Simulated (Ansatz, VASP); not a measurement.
# MoRu69 ((10-13) twin boundary in hcp Ru) in two plane-wave programs

Aim: how closely do two programs agree when they are given the same cell, functional and k mesh? The structure shown is the start of the Ansatz relaxation below; VASP solves that cell, so the two are compared at the walk's first step.

Method: plane waves, with VASP 6.6.1 beside it; single point at PBE, in Ansatz 0.2.0.

## (1) Set-up

The cell holds 70 atoms: 69 Ru and 1 Mo. Cell: a = 9.201 Å, b = 5.430 Å, c = 22.213 Å, α = 90.0°, β = 90.0°, γ = 63.7°. It derives from Ru. Two grains of Ru, one the mirror image of the other in the boundary plane, two boundaries a cell; of 6 trial joints (lateral shifts, openings, close atoms taken out) the lowest after a short relaxation with the MACE-MP-0b2 potential was kept (shift [0, 0] of the surface cell, opening 0.00 A, one of each pair under 1.88 A removed), then its atoms and the cell's length along the normal were relaxed with that potential. Lattice constants are starting values near those of PBE. The structure's axis is c. Nearest the centre at fractional (0.951, 0.536, 0.605): Mo70 at 0.00 Å, Ru68 at 2.61 Å, Ru35 at 2.66 Å, Ru69 at 2.66 Å, Ru30 at 2.70 Å, Ru65 at 2.70 Å, Ru33 at 2.71 Å, Ru63 at 2.73 Å.

## (2) Ansatz: relaxation, PBE

Ansatz runs on its default PAW (the set named soft_2) files.

The two programs are compared at the cell with which this relaxation starts, whose forces are those of its first step.

File input.yaml:

```yaml
crystal:
  lattice:
    - [9.20106, 0.0, 0.0]
    - [2.40338, 4.86915, 0.0]
    - [0.0, 0.0, 22.21325]
  atoms:
    - { symbol: Ru, position: [0.2541, 0.05943, 0.99972] }
    - { symbol: Ru, position: [0.94107, 0.2942, 0.05187] }
    - { symbol: Ru, position: [0.48589, 0.13558, 0.05952] }
    - { symbol: Ru, position: [0.18745, 0.35941, 0.1015] }
    - { symbol: Ru, position: [0.72738, 0.20447, 0.11326] }
    - { symbol: Ru, position: [0.43297, 0.42527, 0.15943] }
    - { symbol: Ru, position: [0.97512, 0.26866, 0.17205] }
    - { symbol: Ru, position: [0.67696, 0.49228, 0.21488] }
    - { symbol: Ru, position: [0.21847, 0.33615, 0.22366] }
    - { symbol: Ru, position: [0.9198, 0.06015, 0.27207] }
    - { symbol: Ru, position: [0.46382, 0.40214, 0.27912] }
    - { symbol: Ru, position: [0.16294, 0.12779, 0.3243] }
    - { symbol: Ru, position: [0.70484, 0.47137, 0.33685] }
    - { symbol: Ru, position: [0.40784, 0.19412, 0.38004] }
    - { symbol: Ru, position: [0.95135, 0.03649, 0.39429] }
    - { symbol: Ru, position: [0.65843, 0.25618, 0.43895] }
    - { symbol: Ru, position: [0.19694, 0.1023, 0.44223] }
    - { symbol: Ru, position: [0.89468, 0.32899, 0.49974] }
    - { symbol: Ru, position: [0.43432, 0.17426, 0.49973] }
    - { symbol: Ru, position: [0.9411, 0.29418, 0.94759] }
    - { symbol: Ru, position: [0.4859, 0.13557, 0.93992] }
    - { symbol: Ru, position: [0.18748, 0.35939, 0.89795] }
    - { symbol: Ru, position: [0.7274, 0.20445, 0.88619] }
    - { symbol: Ru, position: [0.43299, 0.42526, 0.84002] }
    - { symbol: Ru, position: [0.97514, 0.26865, 0.8274] }
    - { symbol: Ru, position: [0.67696, 0.49228, 0.78457] }
    - { symbol: Ru, position: [0.2185, 0.33612, 0.77579] }
    - { symbol: Ru, position: [0.91982, 0.06014, 0.72739] }
    - { symbol: Ru, position: [0.46383, 0.40212, 0.72034] }
    - { symbol: Ru, position: [0.16295, 0.12779, 0.67515] }
    - { symbol: Ru, position: [0.70484, 0.47137, 0.66261] }
    - { symbol: Ru, position: [0.40785, 0.19412, 0.61942] }
    - { symbol: Ru, position: [0.95134, 0.03649, 0.60517] }
    - { symbol: Ru, position: [0.65843, 0.25618, 0.56051] }
    - { symbol: Ru, position: [0.19693, 0.1023, 0.55724] }
    - { symbol: Ru, position: [0.2541, 0.55943, 0.99972] }
    - { symbol: Ru, position: [0.94107, 0.7942, 0.05187] }
    - { symbol: Ru, position: [0.48589, 0.63558, 0.05952] }
    - { symbol: Ru, position: [0.18745, 0.85941, 0.1015] }
    - { symbol: Ru, position: [0.72738, 0.70447, 0.11326] }
    - { symbol: Ru, position: [0.43297, 0.92527, 0.15943] }
    - { symbol: Ru, position: [0.97512, 0.76866, 0.17205] }
    - { symbol: Ru, position: [0.67696, 0.99228, 0.21488] }
    - { symbol: Ru, position: [0.21847, 0.83615, 0.22366] }
    - { symbol: Ru, position: [0.9198, 0.56015, 0.27207] }
    - { symbol: Ru, position: [0.46382, 0.90214, 0.27912] }
    - { symbol: Ru, position: [0.16294, 0.62779, 0.3243] }
    - { symbol: Ru, position: [0.70484, 0.97137, 0.33685] }
    - { symbol: Ru, position: [0.40784, 0.69412, 0.38004] }
    - { symbol: Ru, position: [0.95135, 0.53649, 0.39429] }
    - { symbol: Ru, position: [0.65843, 0.75618, 0.43895] }
    - { symbol: Ru, position: [0.19694, 0.6023, 0.44223] }
    - { symbol: Ru, position: [0.89468, 0.82899, 0.49974] }
    - { symbol: Ru, position: [0.43432, 0.67426, 0.49973] }
    - { symbol: Ru, position: [0.9411, 0.79418, 0.94759] }
    - { symbol: Ru, position: [0.4859, 0.63557, 0.93992] }
    - { symbol: Ru, position: [0.18748, 0.85939, 0.89795] }
    - { symbol: Ru, position: [0.7274, 0.70445, 0.88619] }
    - { symbol: Ru, position: [0.43299, 0.92526, 0.84002] }
    - { symbol: Ru, position: [0.97514, 0.76865, 0.8274] }
    - { symbol: Ru, position: [0.67696, 0.99228, 0.78457] }
    - { symbol: Ru, position: [0.2185, 0.83612, 0.77579] }
    - { symbol: Ru, position: [0.91982, 0.56014, 0.72739] }
    - { symbol: Ru, position: [0.46383, 0.90212, 0.72034] }
    - { symbol: Ru, position: [0.16295, 0.62779, 0.67515] }
    - { symbol: Ru, position: [0.70484, 0.97137, 0.66261] }
    - { symbol: Ru, position: [0.40785, 0.69412, 0.61942] }
    - { symbol: Mo, position: [0.95134, 0.53649, 0.60517] }
    - { symbol: Ru, position: [0.65843, 0.75618, 0.56051] }
    - { symbol: Ru, position: [0.19693, 0.6023, 0.55724] }
kpoints:
  mp_grid: { grid: [2, 3, 1] }
hamiltonian:
  xc: pbe
scf:
  occupations: { method: fermi_dirac, width: 0.1 }
output:
  forces: true
  eigenvalues: true
relax:
  f_tol: 0.05
  max_steps: 90
```

Run with:

```console
$ ansatz run input.yaml --threads 6 --pin off --max-ram 102400MiB --backend cuda --events-out ev --progress --plain --runs-dir out
```

Numbers of over 12 decimals in the logs are rounded to 6 here.

Log:

```text
Engine: ansatz 0.2.0, x86_64-unknown-linux-gnu
Pseudopotentials: kind: paw
Pseudopotential: Ru, paw, valence charge 16, recommended cutoff 420 eV (normal), Ru.paw.azcp
Pseudopotential: Mo, paw, valence charge 14, recommended cutoff 420 eV (normal), Mo.paw.azcp
Functional definition: PBE
  parameter kappa = 0.804
  parameter beta = 0.066725
  exchange = pbe_x(kappa = kappa, mu = beta*pi^2/3)
  correlation = pbe_c(beta = beta)
device memory: the entry about to start is reckoned to put 21.5 GiB on a device that reports 64.4 GiB free
GPU FFT provider: cuFFT
GPU libraries: cuBLAS 13.8.2, cuFFT 12.4.0, cuSOLVER 12.3.4
Crystal: 70 atoms, lattice volume = 995.183 Å³
Basis set: ecut = 420 eV, 19417 PW (Γ), exchange–correlation on 128×80×300 points (8 copies of the dense FFT grid, shifted against one another)
Bands: 671, of which v1, the nominal top of the filled ones, is band 559 counted from 1 (558 counted from 0)
Symmetry: 1 space group operations
Space group: P1 (ITA 1), of the structure as read, at distance tolerance 1.0e-4 Å
k-points: 4 of 6 (time reversal used)
Non-local potential: Ru, projectors of the file, l = 0: 3, l = 1: 2, l = 2: 2, l = 3: 1
Non-local potential: Mo, projectors of the file, l = 0: 3, l = 1: 2, l = 2: 2, l = 3: 1
PAW form: soft (Blöchl's): semilocal exchange-correlation on the pseudo side does not see the compensation charge
PAW one-centre angular grid: Ru, 590 points (default); XC on 64 Gauss nodes
PAW one-centre angular grid: Mo, 590 points (default); XC on 64 Gauss nodes
Initial density: superposition of atomic densities (neutral atoms: chi_scale 0, normalization atom), corrected by the library's trained network
Initial wavefunctions: pseudopotential atomic-orbital guess
GPU buffer pool allocated for 384000 grid points (all kernels)
GPU transforms: local potential and band sums: pruned to the plane-wave sphere, on 64×40×150
Functional: x = pbe(κ = 0.804, μ = 0.219515), c = pbe(β = 0.066725)
SCF iter   1: F=—  HF=-410578.844589 eV  |F-HF|=—  |Δ(HF+E_count)|=         —  Δρ=9.91e-3  dr2=8.40e0  ethr=1.77e-3  ⟨swp⟩=5.0  Hψ=8488  notcnv=0  defer=11
preconditioner: auto → Kerker (q_TF=auto, 2.782 Å⁻¹)  [metal: Δε(μ)=0.006 eV  Ē_g=4.619 eV  σ=0.100 eV  W_gap=0.01  n_scr=370 (ndim 8)  ℏωp=27.8 eV  f_vac=0.004  D(μ)=63.38/eV (n_scr^D=640)]
SCF iter   2: F=—  HF=-410578.852256 eV  |F-HF|=—  |Δ(HF+E_count)|=   7.67e-3  Δρ=5.29e-3  dr2=2.94e0  ethr=7.52e-4  ⟨swp⟩=1.0  Hψ=3088  notcnv=0  defer=23
SCF iter   3: F=—  HF=-410578.855988 eV  |F-HF|=—  |Δ(HF+E_count)|=   3.73e-3  Δρ=6.67e-4  dr2=1.13e-1  ethr=2.63e-4  ⟨swp⟩=1.0  Hψ=2657  notcnv=0  defer=23
SCF iter   4: F=—  HF=-410578.856152 eV  |F-HF|=—  |Δ(HF+E_count)|=   1.64e-4  Δρ=2.36e-4  dr2=1.14e-2  ethr=1.01e-5  ⟨swp⟩=2.0  Hψ=3167  notcnv=0  defer=23
SCF iter   5: F=—  HF=-410578.853278 eV  |F-HF|=—  |Δ(HF+E_count)|=   2.87e-3  Δρ=9.59e-5  dr2=6.29e-4  ethr=1.02e-6  ⟨swp⟩=1.8  Hψ=2901  notcnv=0  defer=23
SCF iter   6: F=-410578.853209 eV  HF=-410578.853236 eV  |F-HF|=2.73e-5  |Δ(HF+E_count)|=   4.18e-5  Δρ=3.18e-5  dr2=4.09e-5  ethr=5.59e-9  ⟨swp⟩=7.0  Hψ=10805  notcnv=0
SCF 1 converged in 6 iterations: F = -410578.853209 eV  dr2 = 4.09e-5
  greatest PAW one-centre occupation: 0.998 electrons in one spin orbital (limit 2), on the Mo atom at site 67 (counted from 0), in its partial waves of l = 0
relax step   1: F+E_penalty+E_count = -410578.85320913 eV  Δ(F+E_penalty+E_count) = +0.000e0 eV  max|allowed force component| = 2.218e-1 eV/Å  Δτ_max = 0.0000 Å  (6 SCF iters, dr2 threshold 6.25e-5 eV, accepted)
device memory: the entry about to start is reckoned to put 20.7 GiB (of the 21.5 GiB reckoned in all, the device holds 0.8 GiB already) on a device that reports 63.6 GiB free
GPU FFT provider: cuFFT
GPU libraries: cuBLAS 13.8.2, cuFFT 12.4.0, cuSOLVER 12.3.4
Initial density: handed on by an earlier stage of this run
Initial wavefunctions: those handed on with the density
GPU buffer pool allocated for 384000 grid points (all kernels)
GPU transforms: local potential and band sums: pruned to the plane-wave sphere, on 64×40×150
iter 1 solved again at ethr=4.15e-5 eV; its pass at ethr=3.10e-3 eV (dr2=4.64e-1 eV) is discarded
SCF iter   1: F=—  HF=-410578.891532 eV  |F-HF|=—  |Δ(HF+E_count)|=         —  Δρ=2.85e-3  dr2=4.43e-1  ethr=4.15e-5  ⟨swp⟩=1.0  Hψ=6390  notcnv=0  defer=27
preconditioner: auto → Kerker (q_TF=auto, 2.782 Å⁻¹)  [metal: Δε(μ)=0.016 eV  Ē_g=4.618 eV  σ=0.100 eV  W_gap=0.04  n_scr=370 (ndim 8)  ℏωp=27.8 eV  f_vac=0.004  D(μ)=63.74/eV (n_scr^D=640)]
SCF iter   2: F=—  HF=-410578.882570 eV  |F-HF|=—  |Δ(HF+E_count)|=   8.96e-3  Δρ=1.66e-3  dr2=1.55e-1  ethr=3.96e-5  ⟨swp⟩=1.0  Hψ=2657  notcnv=0  defer=27
SCF iter   3: F=—  HF=-410578.878893 eV  |F-HF|=—  |Δ(HF+E_count)|=   3.68e-3  Δρ=2.52e-4  dr2=3.86e-3  ethr=1.39e-5  ⟨swp⟩=1.0  Hψ=2657  notcnv=0  defer=27
[...]
--- Relaxed structure (3 steps of the walk, 3 accepted, 0 SCFs on fresh bases) ---
  F+E_penalty+E_count = -410578.88218066 eV   max|allowed force component| = 3.446e-2 eV/Å
  atoms:
    - { symbol: Ru, position: [0.254931, 0.058709, 0.999837] }
    - { symbol: Ru, position: [0.941529, 0.293859, 0.051982] }
    - { symbol: Ru, position: [0.486372, 0.135258, 0.059566] }
    - { symbol: Ru, position: [0.187334, 0.359496, 0.101455] }
    - { symbol: Ru, position: [0.727526, 0.204346, 0.113132] }
    - { symbol: Ru, position: [0.433087, 0.425253, 0.159336] }
    - { symbol: Ru, position: [0.975138, 0.268680, 0.171973] }
    - { symbol: Ru, position: [0.676837, 0.492384, 0.214737] }
    - { symbol: Ru, position: [0.218261, 0.336286, 0.223460] }
    - { symbol: Ru, position: [0.919339, 0.060538, 0.271895] }
    - { symbol: Ru, position: [0.463524, 0.402406, 0.278998] }
    - { symbol: Ru, position: [0.162300, 0.128030, 0.324068] }
    - { symbol: Ru, position: [0.704439, 0.472046, 0.336614] }
    - { symbol: Ru, position: [0.407199, 0.194358, 0.379791] }
    - { symbol: Ru, position: [0.951073, 0.036909, 0.393632] }
    - { symbol: Ru, position: [0.656488, 0.257514, 0.438489] }
    - { symbol: Ru, position: [0.196223, 0.102556, 0.442234] }
    - { symbol: Ru, position: [0.893763, 0.328832, 0.498872] }
    - { symbol: Ru, position: [0.432507, 0.176703, 0.499374] }
    - { symbol: Ru, position: [0.941640, 0.293665, 0.947782] }
    - { symbol: Ru, position: [0.486600, 0.134971, 0.940028] }
    - { symbol: Ru, position: [0.187654, 0.359187, 0.897979] }
    - { symbol: Ru, position: [0.727924, 0.203795, 0.886606] }
    - { symbol: Ru, position: [0.433572, 0.424464, 0.840505] }
[...]
- { symbol: Ru, position: [0.218844, 0.835766, 0.776800] }
    - { symbol: Ru, position: [0.919887, 0.559918, 0.727804] }
    - { symbol: Ru, position: [0.464970, 0.901650, 0.720695] }
    - { symbol: Ru, position: [0.163413, 0.628506, 0.675683] }
    - { symbol: Ru, position: [0.704543, 0.973707, 0.662739] }
    - { symbol: Ru, position: [0.408916, 0.693115, 0.619696] }
    - { symbol: Mo, position: [0.950158, 0.537251, 0.604390] }
    - { symbol: Ru, position: [0.656018, 0.758147, 0.560399] }
    - { symbol: Ru, position: [0.198033, 0.602268, 0.557139] }
```

(Continued in part 2 of 2.)

[Lines on the potential files, build, host, timing and source positions are cut from VASP's logs without a mark.]

[Logs are printed without paths, hosts, clocks, repeated set-up lines and the standing remarks that a program may print on its own settings, such as how far it seeks lower states.]

[Hosts, paths, dates, database ids (printed as entryN), source tags and the programs' standing remarks are cut or masked in the printed files.]
